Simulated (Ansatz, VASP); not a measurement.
## Cross-check of WS2 (Tungstenite) between VASP and Ansatz

Aim: how closely do two programs agree when they are given the same cell, functional and k mesh? The cell is taken from a series of runs on this material, whose earlier steps may have relaxed, scaled, displaced or heated it; both programs get it as it stands.

Main program and level: Ansatz 0.2.0; plane waves, with VASP 6.6.1 beside it; dielectric response at PBEsol.

### Step 1. Set-up

Symmetry: R3m, No. 160, trigonal system. The conventional cell has a = 3.158 Å, b = 3.158 Å, c = 18.490 Å, α = 90.00°, β = 90.00°, γ = 120.00°. Nearest to W lie 6 S at 2.39 to 2.42 Å. Nearest to S lie 3 W at 2.42 Å. S has 3 W at 2.39 Å nearest. Farther neighbours and most contacts between anions are not listed.

Coordinates:

```xyz
3
Lattice="1.5790 0.9116 6.1633 -1.5790 0.9116 6.1633 0.0000 -1.8233 6.1633" Properties=species:S:1:pos:R:3 pbc="T T T"
W     0.0000    0.0000    0.0000
S     0.0000    0.0000   10.7427
S     0.0000    0.0000   13.8730
```

### Step 2. VASP: dielectric response, PBEsol

The response to a field tests empty states and converges slowly with the mesh.

Lines of VASP's logs that name or quote its potential files are left out, and so is its time.

INCAR reads:

```
SYSTEM = WS2
PREC = Accurate
ENCUT = 520
EDIFF = 1E-08
NELM = 120
ISMEAR = 0
SIGMA = 0.01
LREAL = .FALSE.
ALGO = Normal
GGA = PS
NBANDS = 15
LASPH = .TRUE.
LORBIT = 11
LWAVE = .FALSE.
LCHARG = .FALSE.
ISIF = 2
LEPSILON = .TRUE.
GGA_COMPAT = .FALSE.
EFERMI = MIDGAP
KPAR = 2
```

POSCAR reads:

```
WS2
1.0
    1.5790000000      0.9116360751      6.1633333333
   -1.5790000000      0.9116360751      6.1633333333
    0.0000000000     -1.8232721501      6.1633333333
W S
1 2
Direct
    0.0000000000      0.0000000000      0.0000000000
    0.5810000000      0.5810000000      0.5810000000
    0.7503000000      0.7503000000      0.7503000000
```

KPOINTS reads:

```
Automatic mesh
0
Gamma
8 8 8
0 0 0
```

Potentials, in the order of the species: W and S (PBE family, release 64).

On the command line:

```console
$ mpirun -np 2 vasp_std
```

Numbers of over 12 decimals in the logs are rounded to 6 here.

What it wrote:

```text
[banner, memory and clock lines left out]
running    2 mpi-ranks, on    1 nodes
 distrk:  each k-point on    1 cores,    2 groups
 distr:  one band on    1 cores,    1 groups

 POSCAR found type information on POSCAR W S
 POSCAR found :  2 types and       3 ions
|                                                                             |
|               ----> ADVICE to this user running VASP <----                  |
|                                                                             |
|     You enforced a specific xc type in the INCAR file but a different       |
|     [... a line on the potential file left out ...]
|     I HOPE YOU KNOW WHAT YOU ARE DOING!                                     |
|                                                                             |

 LDA part: xc-table for (Slater+PW92), standard interpolation
 POSCAR, INCAR and KPOINTS ok, starting setup
 FFT: planning ... GRIDC
 FFT: planning ... GRID_SOFT
 FFT: planning ... GRID
 WAVECAR not read
 entering main loop
       N       E                     dE             d eps       ncg     rms          rms(c)
DAV:   1     0.804140703167E+02    0.80414E+02   -0.79665E+03  1950   0.105E+03
DAV:   2    -0.208094318897E+02   -0.10122E+03   -0.95157E+02  2577   0.232E+02
DAV:   3    -0.265848132674E+02   -0.57754E+01   -0.57179E+01  2594   0.543E+01
DAV:   4    -0.266596552343E+02   -0.74842E-01   -0.74810E-01  2531   0.705E+00
DAV:   5    -0.266610780110E+02   -0.14228E-02   -0.14227E-02  2692   0.956E-01    0.289E+01
DAV:   6    -0.255325464438E+02    0.11285E+01   -0.28324E+00  2951   0.125E+01    0.126E+01
DAV:   7    -0.253777145894E+02    0.15483E+00   -0.86460E-01  2195   0.758E+00    0.671E+00
DAV:   8    -0.253223848080E+02    0.55330E-01   -0.14023E-01  2517   0.311E+00    0.105E+00
DAV:   9    -0.253208339160E+02    0.15509E-02   -0.15427E-02  2454   0.917E-01    0.526E-01
DAV:  10    -0.253200794675E+02    0.75445E-03   -0.66063E-03  2547   0.528E-01    0.173E-01
DAV:  11    -0.253199978627E+02    0.81605E-04   -0.78112E-04  2545   0.193E-01    0.620E-02
DAV:  12    -0.253200041836E+02   -0.63209E-05   -0.22516E-05  2615   0.416E-02    0.421E-02
DAV:  13    -0.253200110957E+02   -0.69122E-05   -0.14127E-05  2622   0.242E-02    0.109E-02
DAV:  14    -0.253200113360E+02   -0.24028E-06   -0.13137E-06  2692   0.820E-03    0.350E-03
DAV:  15    -0.253200114257E+02   -0.89731E-07   -0.17284E-07  2636   0.282E-03    0.130E-03
DAV:  16    -0.253200114287E+02   -0.30118E-08   -0.77578E-09  2233   0.657E-04
   1 F= -.25320011E+02 E0= -.25320011E+02  d E =0.000000E+00
 Linear response reoptimize wavefunctions to high precision
DAV:   1    -0.253200114436E+02   -0.14811E-07   -0.18574E-09  2120   0.305E-04
DAV:   2    -0.253200114435E+02    0.34561E-10   -0.25124E-10  1766   0.140E-04
 Linear response G [H, r] |phi>, progress :
  Direction:   1
       N       E                     dE             d eps       ncg     rms
RMM:   1    -0.101981638308E+03   -0.10198E+03   -0.17307E+02  5079   0.760E+01
RMM:   2    -0.795812511078E+02    0.22400E+02   -0.83924E+00  3207   0.214E+01
RMM:   3    -0.796465685633E+02   -0.65317E-01   -0.16169E-01  3249   0.262E+00
RMM:   4    -0.796490291011E+02   -0.24605E-02   -0.35951E-03  3341   0.484E-01
RMM:   5    -0.796493611191E+02   -0.33202E-03    0.10072E-04  3412   0.839E-02
RMM:   6    -0.796493904315E+02   -0.29312E-04    0.42103E-05  3401   0.172E-02
RMM:   7    -0.796493948846E+02   -0.44530E-05    0.84804E-06  3463   0.348E-03
RMM:   8    -0.796493955986E+02   -0.71403E-06    0.70301E-06  3420   0.954E-04
RMM:   9    -0.796493957170E+02   -0.11834E-06   -0.12159E-05  2978   0.436E-04
RMM:  10    -0.796493957447E+02   -0.27758E-07   -0.11595E-06  2402   0.347E-04
RMM:  11    -0.796493957607E+02   -0.15956E-07   -0.12205E-05  2102   0.336E-04
RMM:  12    -0.796493957643E+02   -0.35871E-08   -0.13087E-05  1958   0.334E-04
RMM:  13    -0.796493957616E+02    0.26881E-08   -0.11503E-05  1761   0.333E-04
 Linear response G [H, r] |phi>, progress :
  Direction:   2
       N       E                     dE             d eps       ncg     rms
RMM:   1    -0.970125721083E+02   -0.97013E+02   -0.12090E+02  5071   0.762E+01
RMM:   2    -0.774894810840E+02    0.19523E+02   -0.87461E+00  3245   0.215E+01
RMM:   3    -0.775488643883E+02   -0.59383E-01   -0.18469E-01  3312   0.266E+00
RMM:   4    -0.775499818426E+02   -0.11175E-02   -0.78623E-03  3392   0.486E-01
RMM:   5    -0.775499415552E+02    0.40287E-04   -0.23439E-04  3441   0.846E-02
RMM:   6    -0.775499398477E+02    0.17075E-05    0.31080E-05  3433   0.175E-02
RMM:   7    -0.775499423221E+02   -0.24744E-05    0.18393E-05  3498   0.355E-03
RMM:   8    -0.775499436234E+02   -0.13013E-05   -0.63192E-06  3453   0.961E-04
RMM:   9    -0.775499440320E+02   -0.40855E-06   -0.65659E-06  3041   0.427E-04
RMM:  10    -0.775499441983E+02   -0.16630E-06   -0.17717E-05  2414   0.337E-04
RMM:  11    -0.775499442458E+02   -0.47543E-07   -0.15011E-05  2107   0.323E-04
RMM:  12    -0.775499442532E+02   -0.73379E-08   -0.60956E-06  1968   0.323E-04
RMM:  13    -0.775499442640E+02   -0.10785E-07   -0.45060E-06  1770   0.322E-04
 Linear response G [H, r] |phi>, progress :
  Direction:   3
       N       E                     dE             d eps       ncg     rms
RMM:   1    -0.973048113165E+02   -0.97305E+02   -0.85711E+01  5069   0.774E+01
[...]
change of polarisation eV/A/(eV/A) component  1 :     4.074    -0.302     0.025
 dielectric tensor                  component  1 :    14.850    -1.027     0.083
 Linear response to external field (no local field effect), progress :
  Direction:   2
       N       E                     dE             d eps       ncg     rms          rms(c)
RMM:   1    -0.189802432195E+01   -0.18980E+01   -0.11498E+01  4160   0.677E+00
RMM:   2    -0.196230953786E+01   -0.64285E-01   -0.46155E-02  3197   0.121E+00
RMM:   3    -0.196358630063E+01   -0.12768E-02   -0.13122E-03  3326   0.173E-01
RMM:   4    -0.196363244432E+01   -0.46144E-04   -0.68004E-05  3417   0.329E-02
RMM:   5    -0.196363407725E+01   -0.16329E-05   -0.29662E-06  3435   0.637E-03
RMM:   6    -0.196363413583E+01   -0.58585E-07   -0.30942E-07  3257   0.133E-03
RMM:   7    -0.196363412966E+01    0.61770E-08   -0.38890E-08  2680   0.291E-04
 change of polarisation eV/A/(eV/A) component  2 :    -0.319     3.927    -0.022
 dielectric tensor                  component  2 :    -1.083    14.350    -0.076
 Linear response to external field (no local field effect), progress :
  Direction:   3
       N       E                     dE             d eps       ncg     rms          rms(c)
RMM:   1    -0.116258608537E+01   -0.11626E+01   -0.53781E+00  4202   0.630E+00
RMM:   2    -0.122854897702E+01   -0.65963E-01   -0.29357E-02  3218   0.115E+00
RMM:   3    -0.122920080876E+01   -0.65183E-03   -0.72307E-04  3348   0.146E-01
RMM:   4    -0.122922704869E+01   -0.26240E-04   -0.31519E-05  3396   0.264E-02
RMM:   5    -0.122922793605E+01   -0.88736E-06   -0.10167E-06  3429   0.493E-03
RMM:   6    -0.122922798645E+01   -0.50401E-07   -0.57183E-08  3214   0.100E-03
RMM:   7    -0.122922799005E+01   -0.35968E-08   -0.47974E-09  2685   0.208E-04
 change of polarisation eV/A/(eV/A) component  3 :     0.025    -0.023     2.458
 dielectric tensor                  component  3 :     0.084    -0.078     9.357
 Linear response to external field, progress :
  Direction:   1
       N       E                     dE             d eps       ncg     rms          rms(c)
RMM:   1    -0.193242502668E+01   -0.19324E+01   -0.11709E+01 16732   0.679E+00
RMM:   2    -0.199900785573E+01   -0.66583E-01   -0.48987E-02 12666   0.124E+00    0.264E+00
RMM:   3    -0.193306914446E+01    0.65939E-01   -0.61285E-02 13214   0.132E+00    0.145E+00
RMM:   4    -0.198822417778E+01   -0.55155E-01   -0.44382E-02 13127   0.116E+00    0.317E-01
RMM:   5    -0.200844815748E+01   -0.20224E-01   -0.17918E-03 13518   0.280E-01    0.355E-02
RMM:   6    -0.200724843661E+01    0.11997E-02   -0.42859E-05 13767   0.491E-02    0.178E-02
RMM:   7    -0.200820708701E+01   -0.95865E-03   -0.33196E-06 13765   0.140E-02    0.343E-03
RMM:   8    -0.200836219498E+01   -0.15511E-03   -0.73783E-08 14159   0.291E-03    0.194E-03
RMM:   9    -0.200839837102E+01   -0.36176E-04    0.44124E-07 13684   0.188E-03    0.408E-04
RMM:  10    -0.200839610181E+01    0.22692E-05    0.20300E-06 14020   0.492E-04    0.145E-04
RMM:  11    -0.200839838095E+01   -0.22791E-05    0.80244E-07 12556   0.245E-04    0.253E-05
RMM:  12    -0.200839799519E+01    0.38576E-06    0.68148E-07  8745   0.573E-05    0.714E-06
 change of polarisation eV/A/(eV/A) component  1 :     3.784     0.007     0.000
 dielectric tensor                  component  1 :    13.863     0.025     0.000
 Linear response to external field, progress :
  Direction:   2
       N       E                     dE             d eps       ncg     rms          rms(c)
RMM:   1    -0.193435899947E+01   -0.19344E+01   -0.11729E+01  9631   0.678E+00
RMM:   2    -0.199902127610E+01   -0.64662E-01   -0.48457E-02  7345   0.123E+00    0.264E+00
RMM:   3    -0.193308352827E+01    0.65938E-01   -0.61272E-02  7673   0.132E+00    0.145E+00
RMM:   4    -0.198816114422E+01   -0.55078E-01   -0.44349E-02  7587   0.116E+00    0.318E-01
RMM:   5    -0.200846621980E+01   -0.20305E-01   -0.17910E-03  7791   0.280E-01    0.363E-02
RMM:   6    -0.200722097823E+01    0.12452E-02   -0.45180E-05  7976   0.488E-02    0.184E-02
RMM:   7    -0.200806874588E+01   -0.84777E-03   -0.37182E-06  7955   0.139E-02    0.432E-03
RMM:   8    -0.200831247536E+01   -0.24373E-03   -0.64975E-07  8159   0.334E-03    0.214E-03
RMM:   9    -0.200834857402E+01   -0.36099E-04   -0.11457E-06  7872   0.212E-03    0.458E-04
RMM:  10    -0.200834597943E+01    0.25946E-05   -0.25122E-06  8018   0.573E-04    0.148E-04
RMM:  11    -0.200834906367E+01   -0.30842E-05   -0.11585E-06  7332   0.266E-04    0.269E-05
RMM:  12    -0.200834840125E+01    0.66242E-06   -0.53784E-07  4983   0.574E-05    0.725E-06
 change of polarisation eV/A/(eV/A) component  2 :    -0.093     3.784     0.000
 dielectric tensor                  component  2 :    -0.316    13.863     0.000
 Linear response to external field, progress :
  Direction:   3
       N       E                     dE             d eps       ncg     rms          rms(c)
RMM:   1    -0.116258608537E+01   -0.11626E+01   -0.53781E+00  4202   0.630E+00
RMM:   2    -0.122854932022E+01   -0.65963E-01   -0.29357E-02  3218   0.115E+00    0.342E+00
RMM:   3    -0.805170554159E+00    0.42338E+00   -0.72021E-01  3271   0.333E+00    0.143E+00
RMM:   4    -0.802967196962E+00    0.22034E-02   -0.29907E-02  3369   0.888E-01    0.788E-01
RMM:   5    -0.816985669824E+00   -0.14018E-01   -0.10261E-02  3307   0.539E-01    0.290E-01
RMM:   6    -0.822417590955E+00   -0.54319E-02   -0.73744E-04  3425   0.154E-01    0.188E-01
RMM:   7    -0.826772560540E+00   -0.43550E-02   -0.15400E-04  3271   0.898E-02    0.388E-02
RMM:   8    -0.825836276107E+00    0.93628E-03   -0.50097E-05  3280   0.299E-02    0.169E-02
RMM:   9    -0.826404061824E+00   -0.56779E-03   -0.73463E-06  3295   0.142E-02    0.529E-03
RMM:  10    -0.826399072298E+00    0.49895E-05    0.11369E-06  3499   0.231E-03    0.298E-03
RMM:  11    -0.826418679404E+00   -0.19607E-04   -0.27750E-06  3311   0.141E-03    0.520E-04
RMM:  12    -0.826416823358E+00    0.18560E-05   -0.18551E-07  3528   0.243E-04    0.277E-04
RMM:  13    -0.826417794545E+00   -0.97119E-06   -0.20727E-07  2894   0.143E-04    0.281E-05
RMM:  14    -0.826417530708E+00    0.26384E-06    0.64583E-08  1738   0.499E-05    0.215E-05
RMM:  15    -0.826417469543E+00    0.61165E-07    0.67023E-08  1018   0.468E-05    0.574E-06
 change of polarisation eV/A/(eV/A) component  3 :     0.037    -0.003     1.558
 dielectric tensor                  component  3 :     0.124    -0.011     6.296
 Born effective charges drift removed
```

OUTCAR, selected parts (step 2):

```text
ion  position               nearest neighbor table
   1  0.000  0.000  0.000-   3 2.39   3 2.39   3 2.39   2 2.42   2 2.42   2 2.42
   2  0.581  0.581  0.581-   1 2.42   1 2.42   1 2.42
   3  0.750  0.750  0.750-   1 2.39   1 2.39   1 2.39

  LATTYP: Found a trigonal (rhomboedric) cell.
 ALAT       =     6.4273633094
 COS(alpha) =     0.8792940837

 Subroutine GETGRP returns: Found  6 space group operations
 (whereof  6 operations were pure point group operations)

The static configuration has the point symmetry C_3v.

 Found     65 irreducible k-points:

   k-points           NKPTS =     65   k-points in BZ     NKDIM =     65   number of bands    NBANDS=     15

   dimension x,y,z NGX =    48 NGY =   48 NGZ =   48
   dimension x,y,z NGXF=    96 NGYF=   96 NGZF=   96

   ENCUT  =  520.0 eV  38.22 Ry    6.18 a.u.  11.95 11.95 11.95*2*pi/ulx,y,z

   NELECT =      18.0000    total number of electrons

 k-points in reciprocal lattice and weights: Automatic mesh
   0.00000000  0.00000000  0.00000000       0.002
   0.12500000  0.00000000  0.00000000       0.012
   0.25000000  0.00000000  0.00000000       0.012
   0.37500000  0.00000000  0.00000000       0.012
   0.50000000  0.00000000  0.00000000       0.006
   0.12500000  0.12500000  0.00000000       0.012
   0.25000000  0.12500000  0.00000000       0.023
   0.37500000  0.12500000  0.00000000       0.023
   0.50000000  0.12500000  0.00000000       0.023
[...]
-0.37500000  0.50000000  0.37500000       0.012
   0.50000000  0.50000000  0.50000000       0.002

 average (electrostatic) potential at core
       1 -39.6553       2 -85.7903       3 -85.8043

  Total       -0.4783678     -0.4783678     -0.0688798      0.0000000     -0.0000000      0.0000000
  in kB      -14.3979937    -14.3979937     -2.0731567      0.0000000     -0.0000000      0.0000000
  external PRESSURE =     -10.2897147 kB  Pullay stress =       0.0000000 kB

  energy-cutoff  :      520.00
  volume of cell :       53.23
      direct lattice vectors                 reciprocal lattice vectors
     1.579000000  0.911636075  6.163333333     0.316656111  0.182821491  0.054083288
    -1.579000000  0.911636075  6.163333333    -0.316656111  0.182821491  0.054083288
     0.000000000 -1.823272150  6.163333333     0.000000000 -0.365642982  0.054083288

 POSITION                                       TOTAL-FORCE (eV/Angst)
 -----------------------------------------------------------------------------------
      0.00000      0.00000      0.00000         0.000000     -0.000000     -0.606022
      0.00000      0.00000     10.74269         0.000000      0.000000      0.394014
      0.00000      0.00000     13.87305         0.000000      0.000000      0.212008
 -----------------------------------------------------------------------------------
    total drift:                               -0.000000      0.000000      0.000156

 MACROSCOPIC STATIC DIELECTRIC TENSOR (including local field effects in DFT)
 ------------------------------------------------------
          13.862677     0.000000     0.000000
           0.000000    13.862677     0.000000
           0.000000     0.000000     6.296445
 ------------------------------------------------------

 PIEZOELECTRIC TENSOR (including local field effects)  for field in x, y, z        (C/m^2)
          XX          YY          ZZ          XY          YZ          ZX
  --------------------------------------------------------------------------------
  x     0.00000     0.00000     0.00000    -0.34071     0.00000    -0.02329
  y    -0.34071     0.34071    -0.00000     0.00000    -0.02329     0.00000
  z     0.00907     0.00907    -0.03670     0.00000    -0.00000     0.00000

 BORN EFFECTIVE CHARGES (including local field effects) (in |e|, cummulative output)
 ---------------------------------------------------------------------------------
 ion    1
    1    -0.63407     0.00000     0.00000
    2     0.00000    -0.63407    -0.00000
    3     0.00000    -0.00000    -0.51687
 ion    2
    1     0.31852     0.00000     0.00000
    2     0.00000     0.31852     0.00000
    3     0.00000     0.00000     0.20666
 ion    3
    1     0.31555     0.00000     0.00000
    2     0.00000     0.31555     0.00000
    3     0.00000     0.00000     0.31021
```

This run has no spin polarisation, so a moment on W, if there is one, isn't seen. The data set W keeps the semicore shell frozen, which is cheaper and a little less accurate.

(Part 1 of 2 ends here.)

[Lines on the potential files, build, host, timing and source positions are cut from VASP's logs without a mark.]

[Logs are printed without paths, hosts, clocks, repeated set-up lines and the standing remarks that a program may print on its own settings, such as how far it seeks lower states.]

[Hosts, paths, dates, database ids (printed as entryN), source tags and the programs' standing remarks are cut or masked in the printed files.]
